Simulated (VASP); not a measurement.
Input of a VASP 6.6.1 run:

INCAR

```
SYSTEM = LiS2
ALGO = Fast
DIPOL = 0.5 0.5 0.247
EDIFF = 1E-6
ENCUT = 520
GGA = PE
IDIPOL = 3
ISIF = 2
ISMEAR = 0
LASPH = .True.
LCHARG = .False.
LDIPOL = .True.
LREAL = .False.
LWAVE = .False.
NBANDS = 24
NELM = 100
PREC = Accurate
SIGMA = 0.1
```

KPOINTS

```
k-points
0
Gamma
  8 8 1
  0 0 0
```

Contents of POSCAR:

```
LiS2
1.0
    5.0523422595      0.0000000000      0.0000000000
    0.0000000000      5.0523422595      0.0000000000
    0.0000000000      0.0000000000     32.3283050480
Li S
2 4
Direct
    1.0000000000      0.0000000000      0.3132308615
    1.0000000000      0.0000000000      0.1816914666
    0.0000000000      0.5000000000      0.2474611641
    0.5000000000      1.0000000000      0.2474611641
    0.5000000000      0.5000000000      0.2474611641
    1.0000000000      1.0000000000      0.2474611641
```

Potentials or basis: VASP PAW PBE potentials, release 64 (Li_sv, S).

The run is started by

```sh
$ cat potpaw_PBE.64/Li_sv/POTCAR potpaw_PBE.64/S/POTCAR > POTCAR
$ mpirun -np 1 vasp_std > vasp.out
```

Task: What does it give for the band gap on the k mesh?

Result: None (metal or under the smearing width).

Task: What does it give for the largest force?

Result: 0.037 eV/Å.

Forces on the atoms (eV/Å):
```
Li   0.000  0.000  0.037
Li   0.000  0.000 -0.037
S    0.000  0.000  0.000
S    0.000  0.000  0.000
S    0.000  0.000  0.000
S    0.000  0.000  0.000
```
